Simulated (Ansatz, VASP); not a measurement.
# AlNi in two plane-wave programs, part 2 of 2

Wanted: the spread between two codes on one cell, functional and k mesh. The cell is taken from a series of runs on this material, whose earlier steps may have relaxed, scaled, displaced or heated it; both programs get it as it stands.

VASP 6.6.1 and Ansatz 0.2.0.

So far: Starting point; VASP: zone-centre phonons, LDA.

### Step 3. Ansatz: zone-centre phonons, LDA

Level of this step: Ansatz beside VASP: Kohn-Sham DFT, plane waves, LDA (Ansatz).

Ansatz runs on its PAW soft_1 files.

The same cell, functional (in two slightly different forms), mesh and smearing now go to Ansatz, which takes its cutoff from its data sets.

File input.yaml:

```yaml
crystal:
  lattice:
    - [2.861948527, 0.0266064221, 0.0]
    - [0.0266064221, 2.861948527, 0.0]
    - [0.0, 0.0, 2.7989290534]
  atoms:
    - { symbol: Al, position: [0.0, 0.0, 0.0] }
    - { symbol: Ni, position: [0.5, 0.5, 0.5] }
kpoints:
  mp_grid: { grid: [16, 16, 16] }
hamiltonian:
  xc: lda
  pseudopotentials: { kind: paw, azcp: { folder: soft_1 }, xc_functional: pbe }
scf:
  occupations: { method: methfessel_paxton, width: 0.2 }
output:
  eigenvalues: true
phonons:
  method: dfpt
```

Run with:

```bash
$ ansatz run input.yaml --threads 4 --pin off --max-ram 10240MiB --backend cpu --events-out ev --progress --plain --runs-dir out
```

Numbers of over 12 decimals in the logs are rounded to 6 here.

What it wrote:

```text
zone centre: on kpoints.mp_grid the ground state, and the responses unless they are solved on pairs of k-points, stand on 1170 of the mesh's 4096 k-points, reduced under 4 symmetry operations, with k and −k counted as one. Each operation leaves every solved displacement unchanged or reverses it
Engine: ansatz 0.2.0, x86_64-unknown-linux-gnu
Pseudopotentials: kind: paw
Pseudopotential: Al, paw, valence charge 3, recommended cutoff 420 eV (normal), soft_1/Al.paw.azcp
Pseudopotential: Ni, paw, valence charge 18, recommended cutoff 420 eV (normal), soft_1/Ni.paw.azcp
Functional definition: SPW92
  exchange = slater_x
  correlation = pw_c
Crystal: 2 atoms, lattice volume = 22.923 Å³
Basis set: ecut = 420 eV, 461 PW (Γ), exchange–correlation on 40×40×40 points (8 copies of the dense FFT grid, shifted against one another)
Bands: 15, of which v1, the nominal top of the filled ones, is band 11 counted from 1 (10 counted from 0)
Symmetry: 8 space group operations
k-points: 1170 of 4096 (irreducible under 4 space group operations)
Non-local potential: Al, projectors of the file, l = 0: 2, l = 1: 2, l = 2: 1
Non-local potential: Ni, projectors of the file, l = 0: 3, l = 1: 2, l = 2: 3, l = 3: 1
PAW form: soft (Blöchl's): semilocal exchange-correlation on the pseudo side does not see the compensation charge
PAW frozen core: Al, regenerated for the run's functional, and the local potential with it (the file was generated under x = pbe(κ = 0.804, μ = 0.219515), c = pbe(β = 0.066725))
PAW frozen core: Ni, regenerated for the run's functional, and the local potential with it (the file was generated under x = pbe(κ = 0.804, μ = 0.219515), c = pbe(β = 0.066725))
PAW one-centre angular grid: Al, 110 points (default); XC on 64 Gauss nodes
PAW one-centre angular grid: Ni, 590 points (default); XC on 64 Gauss nodes
Initial density: superposition of atomic densities (chi_scale 0.1, normalization cell, long waves kept (reshape's long-wave potential 0.00 eV rms))
Initial wavefunctions: pseudopotential atomic-orbital guess
Functional: x = slater, c = lda
SCF iter   1: F=—  HF=-6288.058629 eV  |F-HF|=—  |Δ(HF+E_count)|=         —  Δρ=7.51e-2  dr2=1.37e0  ethr=3.10e-3  ⟨swp⟩=4.0  Hψ=77702  notcnv=0
preconditioner: auto → none  [metal: Δε(μ)=0.007 eV  Ē_g=10.445 eV  σ=0.200 eV  W_gap=0.03  n_scr=6 (ndim 8)  ℏωp=28.0 eV  f_vac=0.000  D(μ)=0.60/eV (n_scr^D=0)  sad-step TF]
SCF iter   2: F=—  HF=-6287.881944 eV  |F-HF|=—  |Δ(HF+E_count)|=   1.77e-1  S|Δr|=    0.00e0  Δρ=5.82e-2  dr2=8.58e-1  ethr=3.10e-3  ⟨swp⟩=2.0  Hψ=31449  notcnv=0  defer=263
SCF iter   3: F=—  HF=-6287.681670 eV  |F-HF|=—  |Δ(HF+E_count)|=   2.00e-1  S|Δr|=    0.00e0  Δρ=1.82e-2  dr2=7.47e-2  ethr=3.10e-3  ⟨swp⟩=2.0  Hψ=22266  notcnv=0  defer=263
SCF iter   4: F=—  HF=-6287.667849 eV  |F-HF|=—  |Δ(HF+E_count)|=   1.38e-2  S|Δr|=    0.00e0  Δρ=4.89e-3  dr2=3.05e-3  ethr=3.55e-4  ⟨swp⟩=1.9  Hψ=28613  notcnv=0  defer=243
SCF iter   5: F=—  HF=-6287.667784 eV  |F-HF|=—  |Δ(HF+E_count)|=   6.49e-5  S|Δr|=    0.00e0  Δρ=1.47e-3  dr2=2.30e-4  ethr=1.45e-5  ⟨swp⟩=2.2  Hψ=23118  notcnv=0  defer=242
SCF iter   6: F=—  HF=-6287.667717 eV  |F-HF|=—  |Δ(HF+E_count)|=   6.68e-5  S|Δr|=    0.00e0  Δρ=3.82e-4  dr2=1.64e-5  ethr=1.10e-6  ⟨swp⟩=2.4  Hψ=25866  notcnv=0  defer=242
SCF iter   7: F=—  HF=-6287.667707 eV  |F-HF|=—  |Δ(HF+E_count)|=   1.02e-5  S|Δr|=    0.00e0  Δρ=5.11e-5  dr2=3.10e-7  ethr=7.80e-8  ⟨swp⟩=2.2  Hψ=24235  notcnv=0  defer=242
SCF iter   8: F=—  HF=-6287.667722 eV  |F-HF|=—  |Δ(HF+E_count)|=   1.58e-5  S|Δr|=    0.00e0  Δρ=3.49e-6  dr2=1.64e-9  ethr=1.48e-9  ⟨swp⟩=2.2  Hψ=24632  notcnv=0  defer=242
SCF iter   9: F=-6287.667722 eV  HF=-6287.667722 eV  |F-HF|=7.28e-12  |Δ(HF+E_count)|=  2.81e-10  S|Δr|=    0.00e0  Δρ=2.51e-7  dr2=9.19e-12  ethr=1.00e-12  ⟨swp⟩=5.2  Hψ=88736  notcnv=0
SCF 1 converged in 9 iterations: F = -6287.667722 eV  dr2 = 9.19e-12
  greatest PAW one-centre occupation: 1.001 electrons in one spin orbital (limit 2), on the Ni atom at site 1 (counted from 0), in its partial waves of l = 1
DFPT response loops at Γ: preconditioner auto → Kerker (q_TF=auto, 2.689 Å⁻¹) (partly filled bands, converged f_vac=0.000); β = 1.00, the filter's whole step (`scf.mixing.beta` (0.50) is not read by the response loops under this deck's `scf.mixing.preconditioner`; to damp them name `kerker` or `kerker_dos`, under which they read `scf.mixing.beta`, and type it under 1.00, their step now; both keys bind the ground state too); Broyden in place of MSR1
SCF converged after 9 iterations
Stability not checked: this state was not tested for a lower state beside it, because cold or Methfessel-Paxton smearing, or corrected tetrahedra, fill the levels in a way that the test cannot read (fill_not_monotonic; see scf.lower_state_search)
Free energy (F): -6287.667722 eV
Harris-Foulkes:  -6287.667722 eV  (|F-HF|=7.28e-12)
Internal energy: -6287.668184 eV  (E = F + TS)
E sigma→0 (E₀):  -6287.667838 eV
Entropy (-TS):   0.000461 eV (0.231 meV/atom)
Fermi energy:    14.264149 eV
--- Per-component energies (eV) ---
  E_band       = -329.032715
  E_kinetic    = 370.562564
  E_local      = -3693.567205  (includes V_loc(G=0)·N_el)
  E_nonlocal   = -101.834996
  E_hartree    = 1940.418444
  E_xc         = -152.257822
  E_vxc        = -178.470357  (∫ρ·V_xc dr)
  E_paw        = -2037.586379  (= ΣΔE_a)
  E_vpaw       = -606.560199  (= ΣTr[D̂ρ^β])
  E_aug_tail   = 0.000831  (compensation charges beyond the density's cutoff)
  E_ewald      = -2613.893459
  E_core_change = 0.489838  (= ΣΔE_core)
  E_smearing   = 0.000461  (= −TS)
  E_closure    = -0.000000  (closes the sum)
  Σ components = -6287.667722   (vs F -6287.667722, Δ=0.00e0)
--- Band table (eV; the first three rows and the last of 1170) ---
  k-point 0: bands = [... 7 lower, 12.5760, 12.6240, 12.6755, 19.5619, 19.6918, 20.4458, 22.4968, 22.6463]
  k-point 1: bands = [... 7 lower, 12.5802, 12.5861, 12.6390, 19.5530, 19.6647, 19.7924, 22.5007, 23.4131]
  k-point 2: bands = [... 7 lower, 12.4816, 12.5385, 12.5921, 18.0722, 19.9643, 20.0860, 22.5121, 24.5038]
  k-point 1169: bands = [... 7 lower, 13.1910, 13.2524, 16.0798, 16.2343, 16.3343, 18.2537, 18.7803, 18.9305]
--- Phonons (Γ-DFPT): 4 representative perturbations + reference, on 1170 of 4096 k-points (Σ response iterations 12) ---
  k mesh reduced under 4 symmetry operations, with k and −k counted as one. Each operation leaves every solved displacement unchanged or reverses it
  ASR residual: 1.353e-4 → 0.000e0 eV/Å²; symmetrization residual: 1.111e-6 eV/Å²
  ASR residual per site (eV/Å²): 2.52e-5 1.35e-4
  Γ frequencies (cm⁻¹): 0.00 0.00 0.00 287.94 300.87 315.20
  non-analytic LO–TO correction: not included (Born effective charges unavailable; polar crystals: no LO–TO splitting at Γ)
```

### Step 4. Comparison

Known differences besides the potentials themselves: the two LDA forms differ slightly; the data sets hold 21 valence electrons in Ansatz (on its PAW soft_1 files) and 13 in VASP; the cutoff is 420 eV in Ansatz and 600 eV in VASP; VASP's log shows a relativistic correction to its local exchange, Ansatz's none. Total energies have different zeros and are not compared.

Both answers:

```
             quantity  Ansatz   VASP  difference
optical mode 1 (cm⁻¹)   287.9  290.1     -0.73 %
optical mode 2 (cm⁻¹)   300.9  303.1     -0.74 %
optical mode 3 (cm⁻¹)   315.2  317.5     -0.74 %
```

Modes are paired by rising frequency, not by their patterns, so a pair may set unlike modes beside each other; they are those without the splitting of longitudinal modes.

### Step 5. Results

```yaml
r_m_s_difference_of_the_optical_zone_centre_modes_each_program_s_sorted_by_frequency_zone_centre_phonons_lda: 2.2 cm⁻¹
difference_in_optical_mode_2_zone_centre_phonons_lda: -0.7 %
```

In words: The r.m.s. difference of the optical zone-centre modes, each program's sorted by frequency is 2.2 cm⁻¹ (zone-centre phonons, LDA). The data sets hold unlike numbers of valence electrons (21 in Ansatz and 13 in VASP), so part of the differences comes from the potentials. Among the rows given in per cent, the largest difference of the zone-centre phonons, LDA pair is in optical mode 2, -0.7 %. How closely two codes agree says nothing of how well the functional describes the real material.

[Lines on the potential files, build, host, timing and source positions are cut from VASP's logs without a mark.]

[Logs are printed without paths, hosts, clocks, repeated set-up lines and the standing remarks that a program may print on its own settings, such as how far it seeks lower states.]

[Hosts, paths, dates, database ids (printed as entryN), source tags and the programs' standing remarks are cut or masked in the printed files.]
